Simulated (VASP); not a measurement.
# SnC (relaxed from the NiAs type structure, space group P6_3/mmc): computed properties

Level of theory: PBEsol GGA, VASP's PBE PAW potentials (set 64) (plane waves; VASP).

- space group: P6_3/mmc (194)
- cell: a = 3.3241 Å, b = 3.3241 Å, c = 5.7769 Å, α = 90.00°, β = 90.00°, γ = 120.00°
- volume per atom: 13.82 Å³/atom
- band gap (over mesh and band path): none (metal, semimetal or under 0.01 eV)
- density: 7.85 g/cm³

```xyz
4
Lattice="3.3241 0.0000 0.0000 -1.6621 2.8788 0.0000 0.0000 0.0000 5.7769" Properties=species:S:1:pos:R:3 pbc="T T T"
Sn     0.0000     0.0000     5.7769
Sn     0.0000     0.0000     2.8885
C      0.0000     1.9192     1.4442
C      1.6621     0.9596     4.3327
```

Unless said otherwise, spin-orbit coupling is left out, though it shifts the bands of the heavy elements here.

The structure was generated: SnC was put into the NiAs type type (P6_3/mmc), which need not be its known phase. It was relaxed first, which changed the volume by +14 %. Symmetry was kept, so distortions that lower it aren't found.
